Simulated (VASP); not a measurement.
Method: PBEsol GGA, VASP's PBE PAW potentials (set 64) (plane waves; VASP).

VASP input:

### INCAR
```
SYSTEM  =  Rh
PREC  =  Accurate; ENCUT  =  520; LREAL  =  .FALSE.
LASPH  =  .TRUE.; ICHARG  =  11
EDIFF  =  1E-7; NELM  =  100; ALGO  =  Normal
LMAXMIX  =  4
ISMEAR  =  0; SIGMA  =  0.05
GGA  =  PS
LWAVE  =  .FALSE.; LCHARG  =  .FALSE.; LORBIT  =  11
```

File KPOINTS:
```
k-points along high-symmetry lines
15
Line-mode
Reciprocal
  0.000000   0.000000   0.000000 ! GAMMA
  0.500000   0.000000   0.500000 ! X

  0.500000   0.000000   0.500000 ! X
  0.625000   0.250000   0.625000 ! U

  0.375000   0.375000   0.750000 ! K
  0.000000   0.000000   0.000000 ! GAMMA

  0.000000   0.000000   0.000000 ! GAMMA
  0.500000   0.500000   0.500000 ! L

  0.500000   0.500000   0.500000 ! L
  0.500000   0.250000   0.750000 ! W

  0.500000   0.250000   0.750000 ! W
  0.500000   0.000000   0.500000 ! X
```

POSCAR:
```
Rh
1.0
  0.0000000000   1.8897175860   1.8897175860
  1.8897175860   0.0000000000   1.8897175860
  1.8897175860   1.8897175860   0.0000000000
Rh
1
direct
  0.0000000000   0.0000000000   0.0000000000
```

POTCAR, in this order: Rh_pv (PBE.64 set). Program: vasp_std. Read from the step before: CHGCAR.

What VASP printed:

OSZICAR:
```
       N       E                     dE             d eps       ncg     rms          rms(c)
DAV:   1     0.112816152618E+03    0.11282E+03   -0.94969E+03  1983   0.146E+03
DAV:   2    -0.684512991151E+01   -0.11966E+03   -0.11477E+03  2028   0.383E+02
DAV:   3    -0.821101498460E+01   -0.13659E+01   -0.13536E+01  2292   0.465E+01
DAV:   4    -0.821911043642E+01   -0.80955E-02   -0.80902E-02  2243   0.363E+00
DAV:   5    -0.821924896855E+01   -0.13853E-03   -0.13853E-03  2309   0.420E-01
DAV:   6    -0.821925274118E+01   -0.37726E-05   -0.37706E-05  2437   0.605E-02
DAV:   7    -0.821925283200E+01   -0.90817E-07   -0.92668E-07  2103   0.761E-03
   1 F= -.82192528E+01 E0= -.82174561E+01  d E =-.359340E-02
```

**OUTCAR**
```
 val. band max:       12.4774039323   @ k =   0.3750   0.3750   0.7500

 cond. band min:      12.4844941282   @ k =   0.5000   0.3750   0.6250



 k-point     1 :       0.0000    0.0000    0.0000
  band No.  band energies     occupation
      1     -34.2788      2.00000
      2     -34.2788      2.00000
      3     -34.2788      2.00000
      4       3.9060      2.00000
      5       8.9062      2.00000
      6       8.9062      2.00000
      7       8.9062      2.00000
      8      11.0804      2.00000
      9      11.0804      2.00000
     10      28.0171      0.00000
     11      32.3915      0.00000

 k-point     2 :       0.0357    0.0000    0.0357
  band No.  band energies     occupation
      1     -34.2888      2.00000
      2     -34.2825      2.00000
      3     -34.2825      2.00000
      4       3.9765      2.00000
      5       8.8580      2.00000
      6       8.9424      2.00000
      7       8.9424      2.00000
      8      11.0289      2.00000
      9      11.0982      2.00000
     10      28.1232      0.00000
     11      32.3906      0.00000

 k-point     3 :       0.0714    0.0000    0.0714
  band No.  band energies     occupation
      1     -34.3180      2.00000
      2     -34.2932      2.00000
      3     -34.2932      2.00000
      4       4.1845      2.00000
      5       8.7184      2.00000
      6       9.0507      2.00000
      7       9.0507      2.00000
      8      10.8804      2.00000
      9      11.1510      2.00000
     10      28.4344      0.00000
     11      32.3883      0.00000

 k-point     4 :       0.1071    0.0000    0.1071
  band No.  band energies     occupation
      1     -34.3648      2.00000
      2     -34.3106      2.00000
      3     -34.3106      2.00000
      4       4.5189      2.00000
      5       8.5007      2.00000
      6       9.2295      2.00000
      7       9.2295      2.00000
      8      10.6542      2.00000
      9      11.2370      2.00000
     10      28.9307      0.00000
...
```

The density is held fixed in this step, so its total energy and stress have no physical meaning.

The compound is Rh in the fcc structure. It was relaxed first.
